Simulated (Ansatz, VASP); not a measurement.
# Cross-check of Sb (Antimony) between VASP and Ansatz

Aim: how closely do two programs agree when they are given the same cell, functional and k mesh? The cell is taken from a series of runs on this material, whose earlier steps may have relaxed, scaled, displaced or heated it; both programs get it as it stands.

Program: Ansatz 0.2.0. Level of theory: plane waves, with VASP 6.6.1 beside it; zone-centre phonons at PBEsol. Results are calculated unless marked as measured.

## (1) The starting structure

It takes space group R-3m (No. 166, trigonal). The conventional cell has a = 4.314 Å, b = 4.314 Å, c = 10.998 Å, α = 90.00°, β = 90.00°, γ = 120.00°. Nearest to Sb lie 3 Sb at 2.92 Å.

Structure file:

```cif
data_structure
_symmetry_space_group_name_H-M 'R-3m:H'
_symmetry_Int_Tables_number 166
_cell_length_a 4.3138
_cell_length_b 4.3138
_cell_length_c 10.9983
_cell_angle_alpha 90.000
_cell_angle_beta 90.000
_cell_angle_gamma 120.000
_cell_volume 177.25
loop_
_atom_site_label
_atom_site_type_symbol
_atom_site_symmetry_multiplicity
_atom_site_Wyckoff_symbol
_atom_site_fract_x
_atom_site_fract_y
_atom_site_fract_z
_atom_site_occupancy
Sb1 Sb 6 c 0.33333 0.66667 0.90280 1
```

## (2) Ansatz: zone-centre phonons, PBEsol

Ansatz runs on its PAW soft_1 files.

Second derivatives magnify differences that forces hide, and they need a tight electronic threshold.

input.yaml reads:

```yaml
crystal:
  lattice:
    - [2.1569233666, 1.2453002863, 3.6661138547]
    - [-2.1569233666, 1.2453002863, 3.6661138547]
    - [0.0, -2.4906005727, 3.6661138547]
  atoms:
    - { symbol: Sb, position: [0.2361340649, 0.2361340649, 0.2361340649] }
    - { symbol: Sb, position: [0.7638659351, 0.7638659351, 0.7638659351] }
kpoints:
  mp_grid: { grid: [12, 12, 12] }
hamiltonian:
  xc: pbesol
  pseudopotentials: { kind: paw, azcp: { folder: soft_1 }, xc_functional: pbe }
scf:
  occupations: { method: methfessel_paxton, width: 0.2 }
output:
  eigenvalues: true
phonons:
  method: dfpt
```

Launch:

```sh
$ ansatz run input.yaml --threads 4 --pin off --max-ram 10240MiB --backend cpu --events-out ev --progress --plain --runs-dir out
```

Numbers of over 12 decimals in the logs are rounded to 6 here.

Output:

```text
Engine: ansatz 0.2.0, x86_64-unknown-linux-gnu
Pseudopotentials: kind: paw
Pseudopotential: Sb, paw, valence charge 15, recommended cutoff 420 eV (normal), soft_1/Sb.paw.azcp
Functional definition: PBEsol
  exchange = pbesol_x
  correlation = pbesol_c
Crystal: 2 atoms, lattice volume = 59.083 Å³
Basis set: ecut = 420 eV, 1171 PW (Γ), exchange–correlation on 60×60×60 points (8 copies of the dense FFT grid, shifted against one another)
Bands: 19, of which v1, the nominal top of the filled ones, is band 15 counted from 1 (14 counted from 0)
Symmetry: 12 space group operations
k-points: 476 of 1728 (irreducible under 2 space group operations, time reversal used)
Non-local potential: Sb, projectors of the file, l = 0: 2, l = 1: 2, l = 2: 2, l = 3: 1
PAW form: soft (Blöchl's): semilocal exchange-correlation on the pseudo side does not see the compensation charge
PAW frozen core: Sb, regenerated for the run's functional, and the local potential with it (the file was generated under x = pbe(κ = 0.804, μ = 0.219515), c = pbe(β = 0.066725))
PAW one-centre angular grid: Sb, 590 points (default); XC on 64 Gauss nodes
Initial density: superposition of atomic densities (chi_scale 0.1, normalization cell)
Initial wavefunctions: pseudopotential atomic-orbital guess
Functional: x = pbesol(κ = 0.804, μ = 0.123457), c = pbesol(β = 0.046)
SCF iter   1: F=—  HF=-12816.336765 eV  |F-HF|=—  |Δ(HF+E_count)|=         —  Δρ=1.47e-2  dr2=9.61e-2  ethr=3.10e-3  ⟨swp⟩=5.9  Hψ=46956  notcnv=0
preconditioner: auto → none  [insulator: Δε(μ)=0.136 eV  Ē_g=8.744 eV  σ=0.200 eV  W_gap=0.50  n_scr=14 (ndim 8)  ℏωp=15.3 eV  f_vac=0.000  D(μ)=0.16/eV (n_scr^D=0)  ε∞_Penn≈4.1]
SCF iter   2: F=—  HF=-12816.326337 eV  |F-HF|=—  |Δ(HF+E_count)|=   1.04e-2  S|Δr|=    0.00e0  Δρ=7.06e-3  dr2=2.13e-2  ethr=3.20e-4  ⟨swp⟩=1.0  Hψ=12852  notcnv=0
SCF iter   3: F=—  HF=-12816.325478 eV  |F-HF|=—  |Δ(HF+E_count)|=   8.59e-4  S|Δr|=    0.00e0  Δρ=4.98e-4  dr2=1.52e-4  ethr=7.10e-5  ⟨swp⟩=1.1  Hψ=9364  notcnv=0
SCF iter   4: F=—  HF=-12816.325503 eV  |F-HF|=—  |Δ(HF+E_count)|=   2.44e-5  S|Δr|=    0.00e0  Δρ=2.66e-4  dr2=4.58e-5  ethr=5.07e-7  ⟨swp⟩=2.0  Hψ=16204  notcnv=0
SCF iter   5: F=—  HF=-12816.325488 eV  |F-HF|=—  |Δ(HF+E_count)|=   1.47e-5  S|Δr|=    0.00e0  Δρ=6.14e-5  dr2=1.03e-6  ethr=1.53e-7  ⟨swp⟩=2.1  Hψ=15047  notcnv=0
SCF iter   6: F=—  HF=-12816.325489 eV  |F-HF|=—  |Δ(HF+E_count)|=   4.40e-7  S|Δr|=    0.00e0  Δρ=1.24e-5  dr2=5.92e-8  ethr=3.44e-9  ⟨swp⟩=2.0  Hψ=16253  notcnv=0
SCF iter   7: F=—  HF=-12816.325488 eV  |F-HF|=—  |Δ(HF+E_count)|=   2.85e-8  S|Δr|=    0.00e0  Δρ=2.05e-6  dr2=2.01e-9  ethr=1.97e-10  ⟨swp⟩=2.0  Hψ=16226  notcnv=0
SCF iter   8: F=—  HF=-12816.325488 eV  |F-HF|=—  |Δ(HF+E_count)|=  8.66e-10  S|Δr|=    0.00e0  Δρ=4.21e-7  dr2=4.89e-11  ethr=6.70e-12  ⟨swp⟩=2.0  Hψ=16217  notcnv=0
SCF iter   9: F=-12816.325488 eV  HF=-12816.325488 eV  |F-HF|=3.64e-12  |Δ(HF+E_count)|=  7.28e-12  S|Δr|=    0.00e0  Δρ=7.36e-8  dr2=1.62e-12  ethr=1.00e-12  ⟨swp⟩=6.0  Hψ=42106  notcnv=0
SCF 1 converged in 9 iterations: F = -12816.325488 eV  dr2 = 1.62e-12
  greatest PAW one-centre occupation: 0.996 electrons in one spin orbital (limit 2), on the Sb atom at site 1 (counted from 0), in its partial waves of l = 2
DFPT response loops at Γ: preconditioner auto → Kerker (q_TF=auto, 2.437 Å⁻¹) (partly filled bands, converged f_vac=0.000); β = 1.00, the filter's whole step (`scf.mixing.beta` (0.50) is not read by the response loops under this deck's `scf.mixing.preconditioner`; to damp them name `kerker` or `kerker_dos`, under which they read `scf.mixing.beta`, and type it under 1.00, their step now; both keys bind the ground state too); Broyden in place of MSR1
SCF converged after 9 iterations
Stability not checked: this state was not tested for a lower state beside it, because cold or Methfessel-Paxton smearing, or corrected tetrahedra, fill the levels in a way that the test cannot read (fill_not_monotonic; see scf.lower_state_search)
Free energy (F): -12816.325488 eV
Harris-Foulkes:  -12816.325488 eV  (|F-HF|=3.64e-12)
Internal energy: -12816.327873 eV  (E = F + TS)
E sigma→0 (E₀):  -12816.326085 eV
Entropy (-TS):   0.002384 eV (1.192 meV/atom)
Fermi energy:    10.425988 eV
--- Per-component energies (eV) ---
  E_band       = -325.674808
  E_kinetic    = 326.417970
  E_local      = -3124.628549  (includes V_loc(G=0)·N_el)
  E_nonlocal   = 782.591441
  E_hartree    = 1292.957085
  E_xc         = -196.838156
  E_vxc        = -182.111729  (∫ρ·V_xc dr)
  E_paw        = -8935.038139  (= ΣΔE_a)
  E_vpaw       = -713.858321  (= ΣTr[D̂ρ^β])
  E_aug_tail   = 0.000270  (compensation charges beyond the density's cutoff)
  E_ewald      = -2962.453506
  E_core_change = 0.663710  (= ΣΔE_core)
  E_smearing   = 0.002384  (= −TS)
  E_closure    = -0.000000  (closes the sum)
  Σ components = -12816.325488   (vs F -12816.325488, Δ=0.00e0)
--- Band table (eV; the first three rows and the last of 476) ---
  k-point 0: bands = [... 11 lower, 5.7651, 8.4887, 8.6242, 8.6242, 12.8220, 13.3001, 13.3001, 15.4242]
  k-point 1: bands = [... 11 lower, 5.3770, 8.5107, 8.6161, 8.8159, 12.7238, 13.0682, 13.0711, 15.1190]
  k-point 2: bands = [... 11 lower, 4.4950, 8.5320, 8.6017, 9.1859, 12.3399, 12.4970, 12.5269, 14.9747]
  k-point 475: bands = [... 11 lower, 1.2440, 9.1938, 9.1938, 9.9913, 10.3816, 10.3816, 11.3613, 17.7885]
--- Phonons (Γ-DFPT): 2 representative perturbations + reference, on 476 of 1728 k-points (Σ response iterations 6) ---
  k mesh reduced under 2 symmetry operations, with k and −k counted as one. Each operation leaves every solved perturbation unchanged. A smaller set is not used because it would not reduce the number of displacements times k-points to solve
  ASR residual: 9.572e-6 → 0.000e0 eV/Å²; symmetrization residual: 1.336e-5 eV/Å²
  ASR residual per site (eV/Å²): 9.57e-6 9.57e-6
  Γ frequencies (cm⁻¹): 0.00 0.00 0.00 89.67 89.67 140.55
  non-analytic LO–TO correction: not included (Born effective charges unavailable; polar crystals: no LO–TO splitting at Γ)
```

## (3) VASP: zone-centre phonons, PBEsol

The same cell, functional, mesh and smearing now go to VASP, with its own data sets.

Lines of VASP's logs that name or quote its potential files are left out, and so is its time.

INCAR reads:

```
SYSTEM = Sb
PREC = Accurate
ENCUT = 500
EDIFF = 1E-08
NELM = 120
ISMEAR = 1
SIGMA = 0.2
LREAL = .FALSE.
ALGO = Normal
GGA = PS
NBANDS = 11
LORBIT = 11
LWAVE = .FALSE.
LCHARG = .FALSE.
ISIF = 2
IBRION = 8
LASPH = .TRUE.
GGA_COMPAT = .FALSE.
KPAR = 2
```

POSCAR reads:

```
Sb
1.0
    2.1569233666      1.2453002863      3.6661138547
   -2.1569233666      1.2453002863      3.6661138547
    0.0000000000     -2.4906005727      3.6661138547
Sb
2
Direct
    0.2361340649      0.2361340649      0.2361340649
    0.7638659351      0.7638659351      0.7638659351
```

KPOINTS reads:

```
Automatic mesh
0
Gamma
12 12 12
0 0 0
```

The projector-augmented-wave data sets are Sb (PBE family, release 64).

Launch:

```sh
$ mpirun -np 2 vasp_std
```

Output:

```text
[banner, memory and clock lines left out]
running    2 mpi-ranks, on    1 nodes
 distrk:  each k-point on    1 cores,    2 groups
 distr:  one band on    1 cores,    1 groups

 POSCAR found type information on POSCAR Sb
 POSCAR found :  1 types and       2 ions
|                                                                             |
|               ----> ADVICE to this user running VASP <----                  |
|                                                                             |
|     You enforced a specific xc type in the INCAR file but a different       |
|     [... a line on the potential file left out ...]
|     I HOPE YOU KNOW WHAT YOU ARE DOING!                                     |
|                                                                             |

 LDA part: xc-table for (Slater+PW92), standard interpolation
 POSCAR, INCAR and KPOINTS ok, starting setup
 FFT: planning ... GRIDC
 FFT: planning ... GRID_SOFT
 FFT: planning ... GRID
 WAVECAR not read
 entering main loop
       N       E                     dE             d eps       ncg     rms          rms(c)
DAV:   1     0.339429483038E+02    0.33943E+02   -0.35223E+03  4158   0.692E+02
DAV:   2    -0.725970139122E+01   -0.41203E+02   -0.39899E+02  5417   0.112E+02
DAV:   3    -0.911338149528E+01   -0.18537E+01   -0.18343E+01  5082   0.267E+01
DAV:   4    -0.913005993481E+01   -0.16678E-01   -0.16675E-01  4598   0.297E+00
DAV:   5    -0.913024670436E+01   -0.18677E-03   -0.18677E-03  4884   0.357E-01    0.292E+00
DAV:   6    -0.912121848773E+01    0.90282E-02   -0.20199E-03  4667   0.278E-01    0.175E+00
DAV:   7    -0.911563358016E+01    0.55849E-02   -0.50234E-03  4602   0.428E-01    0.569E-02
DAV:   8    -0.911566582304E+01   -0.32243E-04   -0.11274E-04  4734   0.758E-02    0.165E-02
DAV:   9    -0.911567279187E+01   -0.69688E-05   -0.12961E-05  4695   0.228E-02    0.506E-03
DAV:  10    -0.911567232612E+01    0.46575E-06   -0.15203E-06  4718   0.697E-03    0.951E-04
DAV:  11    -0.911567243643E+01   -0.11031E-06   -0.14528E-07  4755   0.236E-03    0.452E-04
DAV:  12    -0.911567247175E+01   -0.35313E-07   -0.13129E-08  3643   0.652E-04    0.915E-05
DAV:  13    -0.911567247791E+01   -0.61661E-08   -0.14412E-09  2412   0.265E-04
   1 F= -.91156725E+01 E0= -.91164738E+01  d E =0.240390E-02
 Linear response reoptimize wavefunctions to high precision
DAV:   1    -0.911567248002E+01   -0.21077E-08   -0.14865E-10  2760   0.969E-05
DAV:   2    -0.911567248003E+01   -0.86970E-11   -0.20421E-11  2301   0.398E-05
 Linear response DOF=           2
 Linear response progress:
  Degree of freedom:   1/  2
       N       E                     dE             d eps       ncg     rms          rms(c)
RMM:   1    -0.250154487448E-01   -0.25015E-01    0.24840E-02 38605   0.118E+00
RMM:   2    -0.247716245715E-01    0.24382E-03   -0.16032E-03 30176   0.238E-01    0.480E-02
RMM:   3    -0.247755660256E-01   -0.39415E-05   -0.44279E-05 31718   0.389E-02    0.287E-02
RMM:   4    -0.248339354407E-01   -0.58369E-04   -0.22365E-05 31713   0.209E-02    0.215E-03
RMM:   5    -0.248409826513E-01   -0.70472E-05   -0.16667E-06 32475   0.359E-03    0.967E-04
RMM:   6    -0.248429693779E-01   -0.19867E-05    0.91040E-08 31892   0.912E-04    0.284E-04
RMM:   7    -0.248421386565E-01    0.83072E-06    0.15730E-07 32929   0.211E-04    0.756E-05
RMM:   8    -0.248421006756E-01    0.37981E-07    0.61921E-08 33396   0.530E-05    0.155E-05
RMM:   9    -0.248420903341E-01    0.10341E-07    0.41870E-09 33351   0.152E-05    0.117E-06
RMM:  10    -0.248420855636E-01    0.47706E-08    0.12214E-09 31824   0.299E-06    0.718E-07
 first order change of Fermi-energy  -0.19525E-04
 force on displaced ion       1 direction 1 :  -1.955   0.000   0.000
 Linear response progress:
  Degree of freedom:   2/  2
       N       E                     dE             d eps       ncg     rms          rms(c)
RMM:   1    -0.259996111396E-01   -0.26000E-01    0.18148E-02  8102   0.119E+00
RMM:   2    -0.248870950308E-01    0.11125E-02   -0.15587E-03  6498   0.245E-01    0.469E-02
RMM:   3    -0.247884043400E-01    0.98691E-04   -0.41601E-05  6905   0.423E-02    0.284E-02
RMM:   4    -0.247217804325E-01    0.66624E-04   -0.26919E-05  6728   0.252E-02    0.692E-03
RMM:   5    -0.247339860491E-01   -0.12206E-04   -0.82205E-07  6983   0.524E-03    0.241E-03
RMM:   6    -0.247363168909E-01   -0.23308E-05   -0.50808E-08  7012   0.103E-03    0.800E-04
RMM:   7    -0.247353761381E-01    0.94075E-06    0.95319E-09  7075   0.299E-04    0.188E-04
RMM:   8    -0.247353978393E-01   -0.21701E-07    0.32816E-09  7162   0.583E-05    0.302E-05
RMM:   9    -0.247353949050E-01    0.29343E-08   -0.53963E-11  7182   0.170E-05    0.155E-05
 first order change of Fermi-energy  -0.52285E+00
 force on displaced ion       1 direction 3 :   0.000   0.000  -4.597
 Linear response finished
```

From OUTCAR (step 3):

```text
ion  position               nearest neighbor table
   1  0.236  0.236  0.236-   2 2.92   2 2.92   2 2.92   2 3.28   2 3.28   2 3.28
   2  0.764  0.764  0.764-   1 2.92   1 2.92   1 2.92   1 3.28   1 3.28   1 3.28

  LATTYP: Found a trigonal (rhomboedric) cell.
 ALAT       =     4.4320967959
 COS(alpha) =     0.5263244666

 Subroutine GETGRP returns: Found 12 space group operations
 (whereof 12 operations were pure point group operations)

The static configuration has the point symmetry D_3d.

 Found    189 irreducible k-points:

   k-points           NKPTS =    189   k-points in BZ     NKDIM =    189   number of bands    NBANDS=     11

   dimension x,y,z NGX =    32 NGY =   32 NGZ =   32
   dimension x,y,z NGXF=    64 NGYF=   64 NGZF=   64

   ENCUT  =  500.0 eV  36.75 Ry    6.06 a.u.   8.08  8.08  8.08*2*pi/ulx,y,z

   NELECT =      10.0000    total number of electrons

 k-points in reciprocal lattice and weights: Automatic mesh
   0.00000000  0.00000000  0.00000000       0.001
   0.08333333 -0.00000000  0.00000000       0.003
   0.16666667 -0.00000000  0.00000000       0.003
   0.25000000  0.00000000  0.00000000       0.003
   0.33333333 -0.00000000  0.00000000       0.003
   0.41666667 -0.00000000  0.00000000       0.003
   0.50000000  0.00000000  0.00000000       0.002
   0.08333333  0.08333333  0.00000000       0.003
   0.16666667  0.08333333  0.00000000       0.007
[...]
-0.41666667  0.50000000  0.41666667       0.003
   0.50000000  0.50000000  0.50000000       0.001

 average (electrostatic) potential at core
       1 -85.4359       2 -85.4359

  Total        0.2327329      0.2327329      0.2123289     -0.0000000     -0.0000000     -0.0000000
  in kB        6.3110606      6.3110606      5.7577617     -0.0000000     -0.0000000     -0.0000000
  external PRESSURE =       6.1266277 kB  Pullay stress =       0.0000000 kB

  energy-cutoff  :      500.00
  volume of cell :       59.08
      direct lattice vectors                 reciprocal lattice vectors
     2.156923367  1.245300286  3.666113855     0.231811666  0.133836528  0.090922799
    -2.156923367  1.245300286  3.666113855    -0.231811666  0.133836528  0.090922799
     0.000000000 -2.490600573  3.666113855     0.000000000 -0.267673056  0.090922799

 POSITION                                       TOTAL-FORCE (eV/Angst)
 -----------------------------------------------------------------------------------
      0.00000     -0.00000      2.59708         0.000000     -0.000000      0.047761
      0.00000     -0.00000      8.40126         0.000000      0.000000     -0.047761
 -----------------------------------------------------------------------------------
    total drift:                                0.000000      0.000000     -0.000000

 Eigenvectors and eigenvalues of the dynamical matrix
 ----------------------------------------------------

   1 f  =    4.295928 THz    26.992109 2PiTHz  143.296719 cm-1    17.766521 meV
             X         Y         Z           dx          dy          dz
      0.000000 -0.000000  2.597083    -0.000000   -0.000000    0.707107
      0.000000 -0.000000  8.401258     0.000000    0.000000   -0.707107

   2 f  =    2.801846 THz    17.604516 2PiTHz   93.459514 cm-1    11.587498 meV
             X         Y         Z           dx          dy          dz
      0.000000 -0.000000  2.597083    -0.000000   -0.707107   -0.000000
      0.000000 -0.000000  8.401258     0.000000    0.707107    0.000000

   3 f  =    2.801846 THz    17.604516 2PiTHz   93.459514 cm-1    11.587498 meV
             X         Y         Z           dx          dy          dz
      0.000000 -0.000000  2.597083    -0.707107    0.000000   -0.000000
      0.000000 -0.000000  8.401258     0.707107   -0.000000   -0.000000

   4 f  =    0.000000 THz     0.000000 2PiTHz    0.000002 cm-1     0.000000 meV
             X         Y         Z           dx          dy          dz
      0.000000 -0.000000  2.597083     0.665700   -0.214390    0.104307
      0.000000 -0.000000  8.401258     0.665700   -0.214390    0.104307

   5 f  =    0.000000 THz     0.000000 2PiTHz    0.000001 cm-1     0.000000 meV
             X         Y         Z           dx          dy          dz
      0.000000 -0.000000  2.597083    -0.203077   -0.347800    0.581201
      0.000000 -0.000000  8.401258    -0.203077   -0.347800    0.581201

   6 f  =    0.000000 THz     0.000000 2PiTHz    0.000001 cm-1     0.000000 meV
             X         Y         Z           dx          dy          dz
      0.000000 -0.000000  2.597083    -0.124911   -0.577124   -0.389005
      0.000000 -0.000000  8.401258    -0.124911   -0.577124   -0.389005

 ELASTIC MODULI CONTR FROM IONIC RELAXATION (kBar)
 Direction    XX          YY          ZZ          XY          YZ          ZX
 --------------------------------------------------------------------------------
 XX         -99.6590    -78.9239   -139.9077      0.0000     43.7791     -0.0000
 YY         -78.9239    -99.6590   -139.9077     -0.0000    -43.7791      0.0000
 ZZ        -139.9077   -139.9077   -219.2166      0.0000      0.0000     -0.0000
 XY           0.0000     -0.0000      0.0000    -10.3676     -0.0000     41.4878
 YZ          43.7791    -43.7791      0.0000     -0.0000   -184.8659      0.0000
 ZX          -0.0000      0.0000     -0.0000     41.4878      0.0000   -166.0208
 --------------------------------------------------------------------------------
```

## (4) Side by side

Known differences besides the potentials themselves: the data sets hold 30 valence electrons in Ansatz (on its PAW soft_1 files) and 10 in VASP; the cutoff is 420 eV in Ansatz and 500 eV in VASP; Ansatz makes its cores anew for this functional, VASP keeps those of its PBE data sets. Total energies have different zeros and are not compared.

The two programs side by side:

| quantity | Ansatz | VASP | difference |
| --- | --- | --- | --- |
| optical mode 1 to 2 (cm⁻¹) | 89.7 | 93.5 | -4.05 % |
| optical mode 3 (cm⁻¹) | 140.6 | 143.3 | -1.92 % |

Modes are paired by rising frequency, not by their patterns, so a pair may set unlike modes beside each other; they are those without the splitting of longitudinal modes.

## (5) What came out

```json
{"r.m.s. difference of the optical zone-centre modes, each program's sorted by frequency (zone-centre phonons, PBEsol)": "3.5 cm⁻¹", "difference in optical mode 1 to 2 (zone-centre phonons, PBEsol)": "-4.1 %"}
```

**Reading.** The r.m.s. difference of the optical zone-centre modes, each program's sorted by frequency is 3.5 cm⁻¹ (zone-centre phonons, PBEsol). The data sets hold unlike numbers of valence electrons (30 in Ansatz and 10 in VASP), so part of the differences comes from the potentials. Among the rows given in per cent, the largest difference of the zone-centre phonons, PBEsol pair is in optical mode 1 to 2, -4.1 %. How closely two codes agree says nothing of how well the functional describes the real material.

[Lines on the potential files, build, host, timing and source positions are cut from VASP's logs without a mark.]

[Logs are printed without paths, hosts, clocks, repeated set-up lines and the standing remarks that a program may print on its own settings, such as how far it seeks lower states.]

[Hosts, paths, dates, database ids (printed as entryN), source tags and the programs' standing remarks are cut or masked in the printed files.]
